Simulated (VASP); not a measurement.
Energy against volume of BAs (zinc blende). These are r2SCAN+rVV10, VASP's PBE PAW potentials (set 64) (plane waves; VASP) values and carry that method's errors. Run with 520 eV cut-off, 10×10×10 Γ-centred mesh, Gaussian smearing of 0.050 eV, potentials B As.

```csv
V (Å³/atom),E (eV/atom)
13.242,-11.06376
13.652,-11.06963
14.061,-11.06441
14.471,-11.04966
```

### Question
Fit these four points and predict the energy of the run at 12.833 Å³/atom.

### Answer
A cubic in V^(−2/3), the third-order Birch-Murnaghan form, passes through the four points with V0 = 13.65 Å³/atom and B0 = 144 GPa, and gives -11.0450 eV/atom there. The run gave -11.0449 eV/atom, +0.0 meV/atom from the fit; all five points give B0 = 144 GPa.

The compound is BAs in the zinc blende structure. The cell was not relaxed at this level.
